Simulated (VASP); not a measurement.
Ge:

```
Ge
1.0
     0.00000    2.84000    2.84000
     2.84000    0.00000    2.84000
     2.84000    2.84000    0.00000
Ge
2
Direct
  0.00000 0.00000 0.00000
  0.25000 0.25000 0.25000
```

The cell was built by a generator and needn't be a form met in nature.

| Quantity | Value |
| --- | --- |
| Program | VASP 6.6.1 |
| Task | relaxation of cell and atoms |
| Functional | PBE |
| Potentials or basis | VASP PAW PBE potentials, release 64 (Ge_d) |
| Cutoff | 700 eV |
| k mesh | 10 × 10 × 10 |
| Occupations | gaussian, width 0.02 eV |
| Spin | no spin polarisation |

At the start: pressure 2.7 GPa; volume 22.91 Å³/atom.

Task: Where does the relaxation end?

Result: Over 5 steps the energy falls by 8.0 meV/atom and the volume is 23.84 Å³/atom (+4.1 %); space group Fd-3m (No. 227, to 0.05 Å).

Step by step:
```csv
step,energy change (eV),largest force (eV/Å),pressure (GPa),volume (Å³)
1,0.0000,0.0000,2.68,45.81
2,-0.0144,0.0000,-0.88,48.40
3,-0.0159,0.0000,-0.19,47.75
4,-0.0159,0.0000,0.18,47.61
5,-0.0159,0.0000,0.01,47.68
```

Final structure:
```
Ge
1.0
     0.00000    2.87807    2.87807
     2.87807    0.00000    2.87807
     2.87807    2.87807    0.00000
Ge
2
Cartesian
  0.0000 0.0000 0.0000
  1.4390 1.4390 1.4390
```
